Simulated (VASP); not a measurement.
## CdTe: accuracy against cost in the SCF solver and PAW data sets

Aim: find what the SCF solver and PAW data sets change for CdTe, and what they cost. The atoms are off their equilibrium sites, so that forces can be compared too. The series runs use r2SCAN. The SCF solver tried: ALGO = Normal; ALGO = Fast; ALGO = VeryFast; ALGO = All; ALGO = Damped; AMIX = 0.1, BMIX = 0.01; AMIX = 0.8; IMIX = 1, AMIX = 0.2. The PAW data sets tried: minimal 64: Cd Te; recommended 54: Cd Te; gw 64: Cd_sv_GW Te_GW. The atoms of the start are displaced at random from the sites of a F-43m cell.

Calculated with VASP 6.6.1; r2SCAN; plane waves and PAW (Cd, Te), in the first sound run; inputs show where later runs differ.

## 1. Set-up

It takes space group P1 (No. 1, triclinic). Conventional cell: a = 4.582 Å, b = 4.582 Å, c = 4.582 Å, α = 60.00°, β = 60.00°, γ = 60.00°. Cd has 4 Te at 2.79 to 2.82 Å nearest. Te has 4 Cd at 2.79 to 2.82 Å nearest. Farther neighbours and most contacts between anions are not listed.

Coordinates:

```cif
data_structure
_symmetry_space_group_name_H-M 'P1'
_symmetry_Int_Tables_number 1
_cell_length_a 4.5821
_cell_length_b 4.5821
_cell_length_c 4.5821
_cell_angle_alpha 60.000
_cell_angle_beta 60.000
_cell_angle_gamma 60.000
_cell_volume 68.02
loop_
_atom_site_label
_atom_site_type_symbol
_atom_site_symmetry_multiplicity
_atom_site_Wyckoff_symbol
_atom_site_fract_x
_atom_site_fract_y
_atom_site_fract_z
_atom_site_occupancy
Cd1 Cd 1 a 0.99593 0.01629 0.99089 1
Te1 Te 1 a 0.24243 0.26741 0.23976 1
```

## 2. SCF solver: ALGO = Normal

All solvers should reach one answer; they differ in cycles and robustness. r2SCAN adds the kinetic-energy density, costs more than a GGA and is run with LASPH.

Contents of INCAR:

```
SYSTEM = CdTe
PREC = Accurate
ENCUT = 400
EDIFF = 1E-06
NELM = 100
ISMEAR = -1
SIGMA = 0.05
LREAL = .FALSE.
ALGO = Normal
METAGGA = R2SCAN
LASPH = .TRUE.
NBANDS = 15
LORBIT = 11
LWAVE = .FALSE.
LCHARG = .FALSE.
KPAR = 2
ISIF = 2
```

Contents of POSCAR:

```
CdTe
1.0
    0.0000000000      3.2400000000      3.2400000000
    3.2400000000      0.0000000000      3.2400000000
    3.2400000000      3.2400000000      0.0000000000
Cd Te
1 1
Direct
    0.0162910000     -0.0031100000     -0.0091070000
    0.2674050000      0.2504050000      0.2397570000
```

Contents of KPOINTS:

```
Automatic mesh
0
Gamma
6 6 6
0 0 0
```

PAW data sets: Cd and Te (PBE family, release 64).

The run is started by

```bash
$ mpirun -np 2 vasp_std
```

The program printed:

```text
[banner, memory and clock lines left out]
running    2 mpi-ranks, on    1 nodes
 distrk:  each k-point on    1 cores,    2 groups
 distr:  one band on    1 cores,    1 groups

 POSCAR found type information on POSCAR CdTe
 POSCAR found :  2 types and       2 ions
|                                                                             |
|               ----> ADVICE to this user running VASP <----                  |
|                                                                             |
|     You enforced a specific xc type in the INCAR file but a different       |
|     [... a line on the potential file left out ...]
|     I HOPE YOU KNOW WHAT YOU ARE DOING!                                     |
|                                                                             |

 LDA part: xc-table for (None), standard interpolation
 POSCAR, INCAR and KPOINTS ok, starting setup
 FFT: planning ... GRIDC
 FFT: planning ... GRID_SOFT
 FFT: planning ... GRID
 WAVECAR not read
 entering main loop
       N       E                     dE             d eps       ncg     rms          rms(c)
DAV:   1     0.439828279828E+02    0.43983E+02   -0.73690E+03  3408   0.860E+02
DAV:   2    -0.480618423313E+02   -0.92045E+02   -0.88424E+02  4053   0.234E+02
DAV:   3    -0.511699131617E+02   -0.31081E+01   -0.31042E+01  4046   0.459E+01
DAV:   4    -0.511932710311E+02   -0.23358E-01   -0.23357E-01  5087   0.354E+00
DAV:   5    -0.511933685663E+02   -0.97535E-04   -0.97535E-04  4368   0.169E-01    0.555E+00
DAV:   6    -0.466417073085E+02    0.45517E+01   -0.29419E+00  3500   0.224E+01    0.691E+00
DAV:   7    -0.466131330315E+02    0.28574E-01   -0.11835E-01  3647   0.380E+00    0.458E+00
DAV:   8    -0.466221249966E+02   -0.89920E-02   -0.81278E-02  4032   0.310E+00    0.944E-01
DAV:   9    -0.466251462806E+02   -0.30213E-02   -0.63172E-03  4445   0.637E-01    0.357E-01
DAV:  10    -0.466248563519E+02    0.28993E-03   -0.19481E-03  3808   0.493E-01    0.652E-02
DAV:  11    -0.466248539325E+02    0.24194E-05   -0.98258E-05  4410   0.132E-01    0.429E-02
DAV:  12    -0.466248627013E+02   -0.87688E-05   -0.43460E-05  4025   0.844E-02    0.199E-02
DAV:  13    -0.466248616578E+02    0.10435E-05   -0.95073E-06  4088   0.337E-02    0.693E-03
DAV:  14    -0.466248616750E+02   -0.17230E-07   -0.18493E-07  2674   0.364E-03
   1 F= -.46624862E+02 E0= -.46624862E+02  d E =-.685945E-07
```

Run time: 80 s. Hardware: 2 MPI ranks of Intel Xeon 6975P-C (Granite Rapids), shared host; peak memory 0.42 GiB.

The logs omit lines about the potential files and the build; timing stands in the text.

Parts of OUTCAR (step 2):

```text
ion  position               nearest neighbor table
   1  0.016  0.997  0.991-   2 2.79   2 2.80   2 2.81   2 2.82
   2  0.267  0.250  0.240-   1 2.79   1 2.80   1 2.81   1 2.82

  LATTYP: Found a face centered cubic cell.
 ALAT       =     6.4800000000

 Subroutine GETGRP returns: Found  1 space group operations
 (whereof  1 operations were pure point group operations)

The static configuration has the point symmetry C_1 .

 Found    112 irreducible k-points:

   k-points           NKPTS =    112   k-points in BZ     NKDIM =    112   number of bands    NBANDS=     15

   dimension x,y,z NGX =    30 NGY =   30 NGZ =   30
   dimension x,y,z NGXF=    60 NGYF=   60 NGZF=   60

   ENCUT  =  400.0 eV  29.40 Ry    5.42 a.u.   7.47  7.47  7.47*2*pi/ulx,y,z

   NELECT =      18.0000    total number of electrons

 k-points in reciprocal lattice and weights: Automatic mesh
   0.00000000  0.00000000  0.00000000       0.005
   0.16666667  0.00000000  0.00000000       0.009
   0.00000000  0.16666667  0.00000000       0.009
   0.00000000  0.00000000  0.16666667       0.009
   0.16666667  0.16666667  0.16666667       0.009
   0.33333333  0.00000000  0.00000000       0.009
   0.00000000  0.33333333  0.00000000       0.009
   0.00000000  0.00000000  0.33333333       0.009
   0.33333333  0.33333333  0.33333333       0.009
[...]
-0.33333333  0.16666667  0.50000000       0.009
   0.16666667  0.50000000 -0.33333333       0.009

 average (electrostatic) potential at core
       1 -44.6053       2 -96.3093

 E-fermi :   2.7733

 k-point     1 :       0.0000    0.0000    0.0000
  band No.  band energies     occupation
    ...
      5      -6.1686      2.00000
      6      -6.1685      2.00000
      7       2.0945      2.00000
      8       2.1081      2.00000
      9       2.1206      2.00000
     10       3.3802      0.00001
     11       7.1246      0.00000
     12       7.1345      0.00000
     13       7.1460      0.00000
     14      10.0416      0.00000
    ...

 k-point     2 :       0.1667    0.0000    0.0000
  band No.  band energies     occupation
    ...
      5      -6.1699      2.00000
      6      -6.1696      2.00000
      7       0.4170      2.00000
      8       1.8640      2.00000
      9       1.8908      2.00000
     10       4.4027      0.00000
     11       7.2394      0.00000
     12       7.4647      0.00000
     13       7.4997      0.00000
     14      11.0218      0.00000
    ...

 k-point     3 :       0.0000    0.1667    0.0000
  band No.  band energies     occupation
    ...
      5      -6.1700      2.00000
      6      -6.1699      2.00000
      7       0.4064      2.00000
      8       1.8708      2.00000
      9       1.8879      2.00000
     10       4.4090      0.00000
     11       7.2438      0.00000
     12       7.4715      0.00000
     13       7.4934      0.00000
     14      11.0215      0.00000
    ...

  Total        0.5810102      0.5816031      0.5797368     -0.0989693     -0.0512329      0.0021800
  in kB       13.6845120     13.6984770     13.6545202     -2.3310199     -1.2066873      0.0513458
  external PRESSURE =      13.6791697 kB  Pullay stress =       0.0000000 kB

  energy-cutoff  :      400.00
  volume of cell :       68.02
      direct lattice vectors                 reciprocal lattice vectors
     0.000000000  3.240000000  3.240000000    -0.154320988  0.154320988  0.154320988
     3.240000000  0.000000000  3.240000000     0.154320988 -0.154320988  0.154320988
     3.240000000  3.240000000  0.000000000     0.154320988  0.154320988 -0.154320988

 POSITION                                       TOTAL-FORCE (eV/Angst)
 -----------------------------------------------------------------------------------
      6.44042      3.26328      3.28271         0.036444     -0.002253      0.070459
      1.58812      1.64320      1.67770        -0.036444      0.002253     -0.070459
 -----------------------------------------------------------------------------------
    total drift:                                0.000488      0.000445      0.000035

  FREE ENERGIE OF THE ION-ELECTRON SYSTEM (eV)
  ---------------------------------------------------
  free  energy   TOTEN  =       -46.6248616750 eV

  energy  without entropy=      -46.6248616064  energy(sigma->0) =      -46.62486164

 total charge
# of ion       s       p       d       tot
------------------------------------------
    1        0.450   0.314   9.544  10.308
    2        1.351   2.113   0.021   3.485
--------------------------------------------------
tot          1.801   2.427   9.565  13.793

[... 3 further parts left out ...]
```

The gap is read on the k-mesh alone, so it is an upper bound where the band edges lie off the mesh. Spin-orbit coupling is off here; with elements this heavy it splits and shifts levels by tenths of an eV or more. The PAW data sets were made with PBE, which is usual practice but a small mismatch for other functionals.

This step gave:

```
SCF cycles                     : 14
electrons                      : 18
bands                          : 15
irreducible k-points           : 112
symmetry operations            : 1
free energy (TOTEN)            : -46.62 eV
Fermi energy                   : 2.773 eV
pressure                       : 1.368 GPa
metallic                       : no
valence top at k               : 0, 0, 0
conduction bottom at k         : 0, 0, 0
least direct gap at k          : 0, 0, 0
gap on the k-mesh              : 1.260 eV
least direct gap on the k-mesh : 1.260 eV
```

The series starts at -23.3124 eV an atom and 1.37 GPa, after 14 cycles in 80 s.

## 3. SCF solver: ALGO = Fast

Edit INCAR of step 2 so:

```diff
@@ -8,3 +8,3 @@
 LREAL = .FALSE.
-ALGO = Normal
+ALGO = Fast
 METAGGA = R2SCAN
```

POSCAR is that of step 2.

KPOINTS is that of step 2.

The run is started by

```bash
$ mpirun -np 2 vasp_std
```

The program printed:

```text
[banner, memory and clock lines left out]
running    2 mpi-ranks, on    1 nodes
[...]
[... a notice as in an earlier step ...]

 LDA part: xc-table for (None), standard interpolation
 POSCAR, INCAR and KPOINTS ok, starting setup
[...]
entering main loop
       N       E                     dE             d eps       ncg     rms          rms(c)
[... 5 cycles as in an earlier step ...]
RMM:   6    -0.466432171649E+02    0.45502E+01   -0.29619E+00  3360   0.171E+01    0.675E+00
RMM:   7    -0.466127809119E+02    0.30436E-01   -0.80179E-02  3480   0.267E+00    0.451E+00
RMM:   8    -0.466220778362E+02   -0.92969E-02   -0.88318E-02  3524   0.315E+00    0.706E-01
RMM:   9    -0.466252115957E+02   -0.31338E-02   -0.10461E-02  3686   0.782E-01    0.394E-01
RMM:  10    -0.466249548780E+02    0.25672E-03   -0.13275E-03  3667   0.351E-01    0.172E-01
RMM:  11    -0.466248609093E+02    0.93969E-04   -0.21291E-04  3691   0.102E-01    0.836E-02
RMM:  12    -0.466248789540E+02   -0.18045E-04   -0.21234E-04  3799   0.146E-01    0.546E-02
RMM:  13    -0.466248613253E+02    0.17629E-04   -0.61239E-05  3667   0.816E-02    0.972E-03
RMM:  14    -0.466248617709E+02   -0.44557E-06   -0.32731E-06  3106   0.120E-02
   1 F= -.46624862E+02 E0= -.46624862E+02  d E =-.685714E-07
```

The job ended after 1.8 min (2 MPI ranks; peak memory 0.43 GiB; 3.3 min of CPU time).

Parts of OUTCAR (step 3):

```text
  Total        0.5845164      0.5851028      0.5832350     -0.0989499     -0.0512249      0.0021774
  in kB       13.7670922     13.7809049     13.7369132     -2.3305636     -1.2064973      0.0512853
  external PRESSURE =      13.7616368 kB  Pullay stress =       0.0000000 kB

 POSITION                                       TOTAL-FORCE (eV/Angst)
 -----------------------------------------------------------------------------------
      6.44042      3.26328      3.28271         0.036459     -0.002255      0.070489
      1.58812      1.64320      1.67770        -0.036459      0.002255     -0.070489
 -----------------------------------------------------------------------------------
    total drift:                                0.000525      0.000435      0.000107

  FREE ENERGIE OF THE ION-ELECTRON SYSTEM (eV)
  ---------------------------------------------------
  free  energy   TOTEN  =       -46.6248617709 eV

  energy  without entropy=      -46.6248617023  energy(sigma->0) =      -46.62486174

[... 2 parts as in an earlier step ...]

[... 1 further part left out ...]
[key lines of the parts left out:]
E-fermi :   2.7731
```

Against the first of the series the energy stays within 0.01 meV an atom; the pressure moves by +0.01 GPa, after 14 cycles in 1.8 min.

## 4. SCF solver: ALGO = VeryFast

Edit INCAR of step 3 so:

```diff
@@ -8,3 +8,3 @@
 LREAL = .FALSE.
-ALGO = Fast
+ALGO = VeryFast
 METAGGA = R2SCAN
```

POSCAR is that of step 3.

KPOINTS is that of step 3.

The run is started by

```bash
$ mpirun -np 2 vasp_std
```

The program printed:

```text
[... set-up lines as in an earlier step ...]
 entering main loop
       N       E                     dE             d eps       ncg     rms          rms(c)
RMM:   1     0.130725603906E+03    0.13073E+03   -0.46629E+03  1680   0.711E+02
RMM:   2    -0.394510982083E+01   -0.13467E+03   -0.12805E+03  1680   0.190E+02
RMM:   3    -0.454722347343E+02   -0.41527E+02   -0.31366E+02  1680   0.971E+01
RMM:   4    -0.505495042567E+02   -0.50773E+01   -0.41909E+01  1680   0.394E+01
[...]
RMM:  18    -0.466248585761E+02    0.13987E-04   -0.11182E-04  3769   0.105E-01    0.493E-02
RMM:  19    -0.466248623644E+02   -0.37883E-05   -0.50469E-05  3788   0.752E-02    0.250E-02
RMM:  20    -0.466248616777E+02    0.68678E-06   -0.58367E-06  3607   0.193E-02
   1 F= -.46624862E+02 E0= -.46624862E+02  d E =-.686520E-07
```

It took 2.9 min on 2 MPI ranks; peak memory 0.43 GiB.

OUTCAR, selected parts (step 4):

```text
  Total        0.5838032      0.5843831      0.5825147     -0.0989570     -0.0512213      0.0021811
  in kB       13.7502965     13.7639548     13.7199478     -2.3307316     -1.2064129      0.0513716
  external PRESSURE =      13.7447330 kB  Pullay stress =       0.0000000 kB

 POSITION                                       TOTAL-FORCE (eV/Angst)
 -----------------------------------------------------------------------------------
      6.44042      3.26328      3.28271         0.036465     -0.002257      0.070491
      1.58812      1.64320      1.67770        -0.036465      0.002257     -0.070491
 -----------------------------------------------------------------------------------
    total drift:                                0.000520      0.000440      0.000091

  FREE ENERGIE OF THE ION-ELECTRON SYSTEM (eV)
  ---------------------------------------------------
  free  energy   TOTEN  =       -46.6248616777 eV

  energy  without entropy=      -46.6248616090  energy(sigma->0) =      -46.62486164

[... 2 parts as in an earlier step ...]

[... 1 further part left out ...]
[key lines of the parts left out:]
E-fermi :   2.7733
```

Against the first of the series the energy stays within 0.01 meV an atom; the pressure moves by +0.01 GPa, after 20 cycles in 2.9 min.

## 5. SCF solver: ALGO = All

Edit INCAR of step 4 so:

```diff
@@ -8,3 +8,3 @@
 LREAL = .FALSE.
-ALGO = VeryFast
+ALGO = All
 METAGGA = R2SCAN
```

POSCAR is that of step 4.

KPOINTS is that of step 4.

The run is started by

```bash
$ mpirun -np 2 vasp_std
```

The program printed:

```text
[... set-up lines as in an earlier step ...]
 entering main loop
       N       E                     dE             d eps       ncg     rms           ort
DAV:   1     0.439828279828E+02    0.43983E+02   -0.78576E+03  1680   0.917E+02
DAV:   2    -0.480618423313E+02   -0.92045E+02   -0.88424E+02  1680   0.234E+02
DAV:   3    -0.511699131617E+02   -0.31081E+01   -0.31042E+01  1680   0.459E+01
DAV:   4    -0.511932710311E+02   -0.23358E-01   -0.23357E-01  1680   0.354E+00
DAV:   5    -0.511933685663E+02   -0.97535E-04   -0.97535E-04  1680   0.169E-01
SDA:   6    -0.459921098204E+02    0.52013E+01   -0.97535E-04  1680   0.354E+01   0.000E+00
 gam= 0.000 g(H,U,f)=  0.309E+01 0.449E+00 0.234E-07 ort(H,U,f) = 0.000E+00 0.000E+00 0.000E+00
 gam= 0.000 trial= 0.400  step=  0.3314 mean=  0.4000
CGA:   7    -0.465767710090E+02   -0.58466E+00   -0.58706E+00  1680   0.100E+00   0.179E-01
 gam= 0.028 g(H,U,f)=  0.731E-01 0.269E-01 0.252E-06 ort(H,U,f) =-0.805E-01 0.985E-01-0.595E-08
 gam= 0.028 trial= 0.393  step=  0.7551 mean=  0.3931
[...]
gam= 0.196 trial= 0.475  step=  0.7299 mean=  0.4749
CGA:  10    -0.466244856465E+02   -0.13173E-02   -0.13201E-02  1680   0.911E-03  -0.258E-04
 gam= 0.255 g(H,U,f)=  0.756E-03 0.155E-03 0.878E-09 ort(H,U,f) =-0.384E-03 0.358E-03 0.268E-08
 gam= 0.255 trial= 0.500  step=  0.6741 mean=  0.5004
CGA:  11    -0.466247915749E+02   -0.30593E-03   -0.30473E-03  1680   0.157E-03   0.137E-04
 gam= 0.173 g(H,U,f)=  0.140E-03 0.175E-04 0.703E-10 ort(H,U,f) =-0.761E-04 0.898E-04 0.383E-09
 gam= 0.173 trial= 0.518  step=  0.7860 mean=  0.5177
CGA:  12    -0.466248535715E+02   -0.61997E-04   -0.62674E-04  1680   0.175E-04  -0.505E-05
 gam= 0.112 g(H,U,f)=  0.147E-04 0.281E-05 0.438E-11 ort(H,U,f) =-0.118E-04 0.673E-05 0.321E-10
 gam= 0.112 trial= 0.545  step=  0.8102 mean=  0.5446
CGA:  13    -0.466248604998E+02   -0.69282E-05   -0.68755E-05  1680   0.223E-05   0.399E-06
 gam= 0.127 g(H,U,f)=  0.167E-05 0.562E-06 0.228E-12 ort(H,U,f) =-0.867E-06 0.127E-05 0.179E-11
 gam= 0.127 trial= 0.571  step=  0.5725 mean=  0.5711
SDA:  14    -0.466248611535E+02   -0.65372E-06   -0.65317E-06  1680   0.529E-06   0.823E-06
 gam= 0.000 g(H,U,f)=  0.404E-06 0.125E-06 0.300E-13 ort(H,U,f) = 0.493E-06 0.331E-06 0.165E-12
 gam= 0.000 trial= 0.571  step=  0.7073 mean=  0.5713
 final diagonalization occupied
   1 F= -.46624861E+02 E0= -.46624861E+02  d E =-.688381E-07
```

Run time: 99 s. Hardware: 2 MPI ranks; peak memory 0.55 GiB.

OUTCAR, selected parts (step 5):

```text
  Total        0.5918723      0.5924663      0.5906069     -0.0989594     -0.0512248      0.0021737
  in kB       13.9403456     13.9543369     13.9105420     -2.3307862     -1.2064954      0.0511977
  external PRESSURE =      13.9350748 kB  Pullay stress =       0.0000000 kB

 POSITION                                       TOTAL-FORCE (eV/Angst)
 -----------------------------------------------------------------------------------
      6.44042      3.26328      3.28271         0.036423     -0.002253      0.070424
      1.58812      1.64320      1.67770        -0.036423      0.002253     -0.070424
 -----------------------------------------------------------------------------------
    total drift:                                0.000451      0.000447     -0.000033

  FREE ENERGIE OF THE ION-ELECTRON SYSTEM (eV)
  ---------------------------------------------------
  free  energy   TOTEN  =       -46.6248611535 eV

  energy  without entropy=      -46.6248610846  energy(sigma->0) =      -46.62486112

[... 2 parts as in an earlier step ...]

[... 1 further part left out ...]
[key lines of the parts left out:]
E-fermi :   2.7727
```

Against the first of the series the energy stays within 0.01 meV an atom; the pressure moves by +0.03 GPa, after 14 cycles in 99 s.

(Continued in part 2 of 2.)

[Lines on the potential files, build, host, timing and source positions are cut from VASP's logs without a mark.]

[Logs are printed without paths, hosts, clocks, repeated set-up lines and the standing remarks that a program may print on its own settings, such as how far it seeks lower states.]

[Hosts, paths, dates, database ids (printed as entryN), source tags and the programs' standing remarks are cut or masked in the printed files.]

[A measured line is paired with the nearest computed mode of its activity, which favours agreement.]
